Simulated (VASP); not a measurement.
A convergence study with VASP on CaS (rock salt): one setting is varied, all else stays as given below, so the limit is that of these other settings.

```
CELL_PARAMETERS angstrom
      0.00000     2.84500     2.84500
      2.84500     0.00000     2.84500
      2.84500     2.84500     0.00000
ATOMIC_POSITIONS crystal
  Ca 0.00000 0.00000 0.00000
  S  0.50000 0.50000 0.50000
```

These are PBE GGA, VASP's PBE PAW potentials (set 64) (plane waves; VASP) values and carry that method's errors. The tightest run used: 550 eV cut-off, 13×13×13 Monkhorst-Pack mesh, Gaussian smearing of 0.050 eV, potentials Ca_sv S.

The reference is 13×13×13 mesh, which took about 30 core-seconds. Times come from single runs on busy shared machines, so they are rough: good to a factor of about 2.

Problem. Of the settings 1×1×1 mesh; 2×2×2 mesh; 3×3×3 mesh; 4×4×4 mesh; 5×5×5 mesh; 6×6×6 mesh; 7×7×7 mesh; 8×8×8 mesh; 9×9×9 mesh; 10×10×10 mesh; 11×11×11 mesh; 12×12×12 mesh; 13×13×13 mesh, which is the lowest that keeps the difference from the reference in the stress, largest component (GPa) within 0.2 from there on, and what does it cost?

Solution. 4×4×4 mesh; its cost over the reference is about 1/5.
```csv
setting,"difference in the stress, largest component (GPa)",cost over the reference
1×1×1 mesh,36.11,about 1/10
2×2×2 mesh,0.42,about 1/10
3×3×3 mesh,0.48,about 1/8
4×4×4 mesh,0.00,about 1/5
5×5×5 mesh,0.03,about 1/5
6×6×6 mesh,0.00,about 1/3
7×7×7 mesh,0.00,about 1/3
8×8×8 mesh,0.00,within a factor of 2
9×9×9 mesh,0.00,about 1/2
10×10×10 mesh,0.00,within a factor of 2
11×11×11 mesh,0.00,within a factor of 2
12×12×12 mesh,0.00,about 2 times
13×13×13 mesh,0.00,reference
```

Left out are rungs that failed or repeat a setting and relaxations that didn't move; long series are thinned to 24 rows.

The compound is CaS in the rock salt structure. The cell was not relaxed at this level.
